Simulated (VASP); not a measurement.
# Interstitial Sc in Ge, part 2 of 4

How easily does interstitial Sc form in Ge? The host is relaxed first, then a supercell is run with and without the defect.

VASP 6.6.1, plane waves and PAW; the level of theory is named at each step.

So far. Step 2 (Relaxing the host crystal): The run ended after 2 ionic steps, 0.005 eV below its first step, once forces and stress met EDIFFG = -0.02.

### 3. The supercell without the defect

Level of this step: PBEsol; plane waves and PAW (Ge) (VASP).

System of this step: Ge. The cell holds 64 atoms: 64 Ge. Its edges and angles: a = 11.418 Å, b = 11.418 Å, c = 11.418 Å, α = 90.0°, β = 90.0°, γ = 90.0°. It derives from Ge.

The same cell, mesh and cutoff without the defect give the energy to subtract and, in a gapped host, the band edges to count from, so that most errors cancel.

Input file INCAR:

```
SYSTEM = Ge
PREC = Normal
ENCUT = 300
EDIFF = 1E-05
NELM = 120
ISMEAR = 1
SIGMA = 0.2
LREAL = Auto
ALGO = Fast
GGA = PS
NBANDS = 176
LORBIT = 11
LWAVE = .FALSE.
LCHARG = .FALSE.
KPAR = 4
NCORE = 2
```

Input file POSCAR:

```
Ge
1.0
   11.4176233712      0.0000000000      0.0000000000
    0.0000000000     11.4176233712      0.0000000000
    0.0000000000      0.0000000000     11.4176233712
Ge
64
Direct
    0.5000000000      0.0000000000      0.0000000000
    0.7500000000      0.2500000000      0.0000000000
    0.7500000000      0.0000000000      0.2500000000
    0.0000000000      0.0000000000      0.0000000000
    0.2500000000      0.2500000000      0.0000000000
    0.5000000000      0.5000000000      0.0000000000
    0.7500000000      0.7500000000      0.0000000000
    0.2500000000      0.0000000000      0.2500000000
    0.5000000000      0.2500000000      0.2500000000
    0.7500000000      0.5000000000      0.2500000000
    0.5000000000      0.0000000000      0.5000000000
    0.7500000000      0.2500000000      0.5000000000
    0.7500000000      0.0000000000      0.7500000000
    0.0000000000      0.5000000000      0.0000000000
    0.2500000000      0.7500000000      0.0000000000
    0.0000000000      0.2500000000      0.2500000000
    0.2500000000      0.5000000000      0.2500000000
    0.5000000000      0.7500000000      0.2500000000
    0.0000000000      0.0000000000      0.5000000000
    0.2500000000      0.2500000000      0.5000000000
    0.5000000000      0.5000000000      0.5000000000
    0.7500000000      0.7500000000      0.5000000000
    0.2500000000      0.0000000000      0.7500000000
    0.5000000000      0.2500000000      0.7500000000
    0.7500000000      0.5000000000      0.7500000000
    0.0000000000      0.7500000000      0.2500000000
    0.0000000000      0.5000000000      0.5000000000
    0.2500000000      0.7500000000      0.5000000000
    0.0000000000      0.2500000000      0.7500000000
    0.2500000000      0.5000000000      0.7500000000
    0.5000000000      0.7500000000      0.7500000000
    0.0000000000      0.7500000000      0.7500000000
    0.6250000000      0.1250000000      0.1250000000
    0.8750000000      0.3750000000      0.1250000000
    0.8750000000      0.1250000000      0.3750000000
    0.1250000000      0.1250000000      0.1250000000
    0.3750000000      0.3750000000      0.1250000000
    0.6250000000      0.6250000000      0.1250000000
    0.8750000000      0.8750000000      0.1250000000
    0.3750000000      0.1250000000      0.3750000000
    0.6250000000      0.3750000000      0.3750000000
    0.8750000000      0.6250000000      0.3750000000
    0.6250000000      0.1250000000      0.6250000000
    0.8750000000      0.3750000000      0.6250000000
    0.8750000000      0.1250000000      0.8750000000
    0.1250000000      0.6250000000      0.1250000000
    0.3750000000      0.8750000000      0.1250000000
    0.1250000000      0.3750000000      0.3750000000
    0.3750000000      0.6250000000      0.3750000000
    0.6250000000      0.8750000000      0.3750000000
    0.1250000000      0.1250000000      0.6250000000
    0.3750000000      0.3750000000      0.6250000000
    0.6250000000      0.6250000000      0.6250000000
    0.8750000000      0.8750000000      0.6250000000
    0.3750000000      0.1250000000      0.8750000000
    0.6250000000      0.3750000000      0.8750000000
    0.8750000000      0.6250000000      0.8750000000
    0.1250000000      0.8750000000      0.3750000000
    0.1250000000      0.6250000000      0.6250000000
    0.3750000000      0.8750000000      0.6250000000
    0.1250000000      0.3750000000      0.8750000000
    0.3750000000      0.6250000000      0.8750000000
    0.6250000000      0.8750000000      0.8750000000
    0.1250000000      0.8750000000      0.8750000000
```

Input file KPOINTS:

```
Automatic mesh
0
Monkhorst-Pack
2 2 2
0 0 0
```

Potentials, in the order of the species: Ge (PBE family, release 64).

Command:

```bash
> mpirun -np 8 vasp_std
```

The program printed:

```text
[banner, memory and clock lines left out]
running    8 mpi-ranks, on    1 nodes
 distrk:  each k-point on    2 cores,    4 groups
 distr:  one band on    2 cores,    1 groups

 POSCAR found type information on POSCAR Ge
 POSCAR found :  1 types and      64 ions
 [... a notice as in an earlier step ...]

 LDA part: xc-table for (Slater+PW92), standard interpolation
 POSCAR, INCAR and KPOINTS ok, starting setup
 FFT: planning ... GRIDC
 FFT: planning ... GRID_SOFT
 FFT: planning ... GRID
 WAVECAR not read
 entering main loop
       N       E                     dE             d eps       ncg     rms          rms(c)
DAV:   1     0.671242589649E+03    0.67124E+03   -0.67160E+04   352   0.762E+02
DAV:   2    -0.242186331737E+03   -0.91343E+03   -0.86841E+03   416   0.147E+02
DAV:   3    -0.315070483757E+03   -0.72884E+02   -0.71344E+02   432   0.415E+01
DAV:   4    -0.316797241640E+03   -0.17268E+01   -0.17051E+01   440   0.615E+00
DAV:   5    -0.316833394202E+03   -0.36153E-01   -0.36044E-01   424   0.797E-01    0.171E+01
RMM:   6    -0.314186680776E+03    0.26467E+01   -0.10297E+00   358   0.153E+00    0.104E+01
RMM:   7    -0.312857009870E+03    0.13297E+01   -0.25715E+00   374   0.259E+00    0.629E-01
RMM:   8    -0.312887517202E+03   -0.30507E-01   -0.20164E-01   392   0.858E-01    0.193E-01
RMM:   9    -0.312891939227E+03   -0.44220E-02   -0.45083E-02   421   0.334E-01    0.152E-01
RMM:  10    -0.312892683618E+03   -0.74439E-03   -0.59062E-03   415   0.138E-01    0.353E-02
RMM:  11    -0.312892868521E+03   -0.18490E-03   -0.17898E-03   432   0.619E-02    0.779E-03
RMM:  12    -0.312892894904E+03   -0.26383E-04   -0.25262E-04   398   0.247E-02    0.655E-03
RMM:  13    -0.312892901740E+03   -0.68359E-05   -0.89771E-05   352   0.117E-02
   1 F= -.31289290E+03 E0= -.31290955E+03  d E =0.499476E-01
```

It took 39 s on 8 MPI ranks of AMD EPYC 7R43, shared host; peak memory 1.9 GiB.

OUTCAR, selected parts (step 3):

```text
  LATTYP: Found a simple cubic cell.
 ALAT       =    11.4176233712

 Found      1 irreducible k-points:

   k-points           NKPTS =      1   k-points in BZ     NKDIM =      1   number of bands    NBANDS=    176

   dimension x,y,z NGX =    48 NGY =   48 NGZ =   48
   dimension x,y,z NGXF=    96 NGYF=   96 NGZF=   96

   ENCUT  =  300.0 eV  22.05 Ry    4.70 a.u.  16.12 16.12 16.12*2*pi/ulx,y,z

   NELECT =     256.0000    total number of electrons

 E-fermi :   3.2731

 k-point     1 :       0.2500    0.2500    0.2500
  band No.  band energies     occupation
    ...
    124       2.5128      2.00000
    125       2.5128      2.00000
    126       2.5128      2.00000
    127       3.0925      2.02382
    128       3.0925      2.02382
    129       3.5898     -0.04765
    130       4.2415     -0.00000
    131       4.2415     -0.00000
    132       4.2415     -0.00000
    133       4.3095     -0.00000
    ...

  Total       -2.6590521     -2.6590521     -2.6590521      0.0000000      0.0000000     -0.0000000
  in kB       -2.8622679     -2.8622679     -2.8622679      0.0000000      0.0000000     -0.0000000
  external PRESSURE =      -2.8622679 kB  Pullay stress =       0.0000000 kB

  energy-cutoff  :      300.00
  volume of cell :     1488.43
      direct lattice vectors                 reciprocal lattice vectors
    11.417623371  0.000000000  0.000000000     0.087583901  0.000000000  0.000000000
     0.000000000 11.417623371  0.000000000     0.000000000  0.087583901  0.000000000
     0.000000000  0.000000000 11.417623371     0.000000000  0.000000000  0.087583901

 POSITION                                       TOTAL-FORCE (eV/Angst)
 -----------------------------------------------------------------------------------
      5.70881      0.00000      0.00000         0.000000     -0.000000     -0.000000
      8.56322      2.85441      0.00000         0.000000     -0.000000     -0.000000
      8.56322      0.00000      2.85441         0.000000     -0.000000      0.000000
      0.00000      0.00000      0.00000        -0.000000      0.000000      0.000000
      2.85441      2.85441      0.00000         0.000000      0.000000      0.000000
      5.70881      5.70881      0.00000        -0.000000     -0.000000      0.000000
      8.56322      8.56322      0.00000         0.000000      0.000000      0.000000
      2.85441      0.00000      2.85441        -0.000000      0.000000     -0.000000
      5.70881      2.85441      2.85441         0.000000      0.000000     -0.000000
      8.56322      5.70881      2.85441         0.000000      0.000000      0.000000
      5.70881      0.00000      5.70881        -0.000000     -0.000000     -0.000000
      8.56322      2.85441      5.70881         0.000000     -0.000000      0.000000
      8.56322      0.00000      8.56322        -0.000000     -0.000000     -0.000000
      0.00000      5.70881      0.00000         0.000000      0.000000      0.000000
      2.85441      8.56322      0.00000         0.000000     -0.000000      0.000000
      0.00000      2.85441      2.85441        -0.000000     -0.000000     -0.000000
      2.85441      5.70881      2.85441         0.000000      0.000000      0.000000
      5.70881      8.56322      2.85441         0.000000     -0.000000     -0.000000
      0.00000      0.00000      5.70881         0.000000      0.000000     -0.000000
      2.85441      2.85441      5.70881         0.000000     -0.000000     -0.000000
      5.70881      5.70881      5.70881        -0.000000      0.000000      0.000000
      8.56322      8.56322      5.70881         0.000000      0.000000     -0.000000
      2.85441      0.00000      8.56322         0.000000     -0.000000      0.000000
      5.70881      2.85441      8.56322        -0.000000     -0.000000     -0.000000
      8.56322      5.70881      8.56322         0.000000      0.000000      0.000000
      0.00000      8.56322      2.85441         0.000000     -0.000000      0.000000
      0.00000      5.70881      5.70881         0.000000      0.000000      0.000000
      2.85441      8.56322      5.70881         0.000000      0.000000     -0.000000
      0.00000      2.85441      8.56322         0.000000     -0.000000      0.000000
      2.85441      5.70881      8.56322         0.000000      0.000000      0.000000
      5.70881      8.56322      8.56322         0.000000      0.000000      0.000000
      0.00000      8.56322      8.56322         0.000000     -0.000000      0.000000
      7.13601      1.42720      1.42720        -0.000000     -0.000000     -0.000000
      9.99042      4.28161      1.42720         0.000000      0.000000      0.000000
      9.99042      1.42720      4.28161        -0.000000      0.000000      0.000000
      1.42720      1.42720      1.42720        -0.000000     -0.000000     -0.000000
      4.28161      4.28161      1.42720        -0.000000     -0.000000     -0.000000
      7.13601      7.13601      1.42720        -0.000000      0.000000     -0.000000
[...]
-----------------------------------------------------------------------------------
    total drift:                                0.000000     -0.000000     -0.000000

  FREE ENERGIE OF THE ION-ELECTRON SYSTEM (eV)
  ---------------------------------------------------
  free  energy   TOTEN  =      -312.8929017395 eV

  energy  without entropy=     -312.9428492988  energy(sigma->0) =     -312.90955093

 total charge
# of ion       s       p       d       tot
------------------------------------------
    1        1.136   1.235   0.058   2.428
    2        1.136   1.235   0.058   2.428
    3        1.136   1.235   0.058   2.428
    4        1.136   1.235   0.058   2.428
    5        1.136   1.235   0.058   2.428
    6        1.136   1.235   0.058   2.428
    7        1.136   1.235   0.058   2.428
    8        1.136   1.235   0.058   2.428
    9        1.136   1.235   0.058   2.428
   10        1.136   1.235   0.058   2.428
   11        1.136   1.235   0.058   2.428
   12        1.136   1.235   0.058   2.428
   13        1.136   1.235   0.058   2.428
   14        1.136   1.235   0.058   2.428
   15        1.136   1.235   0.058   2.428
   16        1.136   1.235   0.058   2.428
   17        1.136   1.235   0.058   2.428
   18        1.136   1.235   0.058   2.428
   19        1.136   1.235   0.058   2.428
   20        1.136   1.235   0.058   2.428
   21        1.136   1.235   0.058   2.428
   22        1.136   1.235   0.058   2.428
   23        1.136   1.235   0.058   2.428
   24        1.136   1.235   0.058   2.428
   25        1.136   1.235   0.058   2.428
   26        1.136   1.235   0.058   2.428
   27        1.136   1.235   0.058   2.428
   28        1.136   1.235   0.058   2.428
   29        1.136   1.235   0.058   2.428
   30        1.136   1.235   0.058   2.428
   31        1.136   1.235   0.058   2.428
   32        1.136   1.235   0.058   2.428
   33        1.136   1.235   0.058   2.428
   34        1.136   1.235   0.058   2.428
   35        1.136   1.235   0.058   2.428
   36        1.136   1.235   0.058   2.428
   37        1.136   1.235   0.058   2.428
[...]
--------------------------------------------------
tot         72.691  79.024   3.681 155.396

[... 2 parts as in an earlier step ...]

[... 3 further parts left out ...]
```

The gap is read on the k-mesh alone, so it is an upper bound where the band edges lie off the mesh. Methfessel-Paxton smearing is not meant for a cell with a gap.

Numbers from this step:

```yaml
electronic_cycles: 13
electrons: 256
free_energy_toten: -312.8929 eV
energy_at_zero_smearing: -312.9096 eV
fermi_energy: 3.273 eV
labelled_metallic_from_the_levels_on_this_mesh: no
gap_on_the_k_mesh: 0.4973 eV
```

No direct gap is given, since this cell folds other wave vectors onto the zone centre.

The host is treated as a metal, as its relaxation found a gap under 0.3 eV or none, and only the neutral defect is run.

(Part 2 of 4 ends here.)

[Lines on the potential files, build, host, timing and source positions are cut from VASP's logs without a mark.]

[Logs are printed without paths, hosts, clocks, repeated set-up lines and the standing remarks that a program may print on its own settings, such as how far it seeks lower states.]

[Hosts, paths, dates, database ids (printed as entryN), source tags and the programs' standing remarks are cut or masked in the printed files.]

[In band tables of VASP the shares of atoms and orbitals are scaled to a sum of 1 inside the atoms' spheres.]

[Runs that stopped without an error message from VASP are left out.]
